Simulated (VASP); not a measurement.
Here is the system:

```
Sn3Sb
1.0
    1.56396    -4.15664     0.00000
    1.56396     4.15664     0.00000
    0.00000     0.00000     8.36479
Sn Sb
3 1
Direct
  0.00000   0.00000   0.50000
  0.00000   0.50000   0.74770
  0.50000   0.00000   0.25230
  0.50000   0.50000   0.00000
```

The numbers are results of PBEsol GGA, VASP's PBE PAW potentials (set 64) (plane waves; VASP), not measurements. Settings: 400 eV cut-off, Gaussian smearing of 0.050 eV, potentials Sn_d Sb.

Give the energies of bands 17 to 27 at the high-symmetry points, in eV from the Fermi level.

| band | Γ | Y | C0 | Z | A0 | T | S | R |
|---|---|---|---|---|---|---|---|---|
| 17 | -9.71 | -9.04 | -6.50 | -10.64 | -6.49 | -8.58 | -6.97 | -6.82 |
| 18 | -9.06 | -8.19 | -6.36 | -7.18 | -5.98 | -8.53 | -5.38 | -5.74 |
| 19 | -4.54 | -7.75 | -5.01 | -6.50 | -5.62 | -8.47 | -4.84 | -5.63 |
| 20 | -2.54 | -5.14 | -4.01 | -2.15 | -4.50 | -3.56 | -4.19 | -2.99 |
| 21 | -2.50 | -5.13 | -3.35 | -1.45 | -4.10 | -3.37 | -3.89 | -2.92 |
| 22 | -0.14 | -0.26 | -3.17 | -0.98 | -1.49 | -3.25 | -2.40 | -2.17 |
| 23 | 0.36 | 0.30 | -2.40 | -0.92 | -1.46 | -3.03 | -1.84 | -1.92 |
| 24 | 0.97 | 0.85 | -2.35 | 2.67 | -0.62 | 4.16 | 0.05 | -1.43 |
| 25 | 0.98 | 0.88 | 0.95 | 3.17 | -0.27 | 4.65 | 0.22 | -1.42 |
| 26 | 2.67 | 4.19 | 2.51 | 3.25 | -0.03 | 4.80 | 0.49 | 1.89 |
| 27 | 4.79 | 5.31 | 2.81 | 3.66 | 0.14 | 5.08 | 0.68 | 1.89 |

It has no gap at this level: it comes out as a metal or semimetal.

The structure comes from a computed database's Sn3Sb entry (C222); how it stands against other phases isn't given here. It was relaxed first. The electron count is odd and the run is not spin-polarised, which forces a metal.
